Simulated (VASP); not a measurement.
Input:

```yaml
crystal:
  lattice:
    - [0.00000, 2.71847, 2.71847]
    - [2.71847, 0.00000, 2.71847]
    - [2.71847, 2.71847, 0.00000]
  atoms:
    - { symbol: Si, position: [0.00000, 0.00000, 0.00000] }
    - { symbol: Si, position: [0.25000, 0.25000, 0.25000] }
```

The numbers are results of AM05 GGA, VASP's PBE PAW potentials (set 64) (plane waves; VASP), not measurements. Numerical set-up: 520 eV cut-off, 8×8×8 Γ-centred mesh, Gaussian smearing of 0.050 eV, potentials Si.

Question: What does the run give for the energy per atom (σ→0)?

Answer: 
```json
{
  "energy per atom (σ→0)": "-5.598 eV/atom"
}
```

Total energies compare only between runs with the same potentials, cut-off and functional.

The compound is Si in the diamond structure. It was relaxed first.
